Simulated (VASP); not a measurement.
Crystal: MgSn2N2.

```
Mg Sn N
1.0
     3.25419    0.00000    0.00000
    -1.62709    2.81821    0.00000
     0.00000    0.00000    9.05935
Mg Sn N
1 2 2
Direct
  0.00000 0.00000 0.00000
  0.66667 0.33333 0.28950
  0.33333 0.66667 0.71050
  0.66667 0.33333 0.85460
  0.33333 0.66667 0.14540
```

The cell was built by a generator and needn't be a form met in nature.

Base run:

```yaml
Program: VASP 6.6.1
Functional: PBE
Potentials_or_basis: VASP PAW PBE potentials, release 64 (Mg, Sn_d, N)
Cutoff: 520 eV
k_mesh: 8 × 8 × 2
Occupations: gaussian, width 0.02 eV
Spin: no spin polarisation
```

Its results: band gap on the k mesh 0.88 eV, indirect (least direct gap 1.46 eV); pressure 0.0 GPa.

**Question.** The run is repeated on the same cell with these changes: functional from PBE to HSE06; further incar settings from ALGO = Normal; EDIFF = 1e-06 to ALGO = Normal; EDIFF = 1e-05. What comes out?

**Answer.** Band gap on the k mesh 1.48 eV, indirect (least direct gap 2.21 eV); pressure -3.9 GPa.

Caveats: spin-orbit coupling is left out, which moves the levels of the heavy elements; the PAW data sets were made with another functional, which shifts forces and pressure a little (some runs).

A k mesh can miss the band edges.

Not every run made on this cell is shown here.
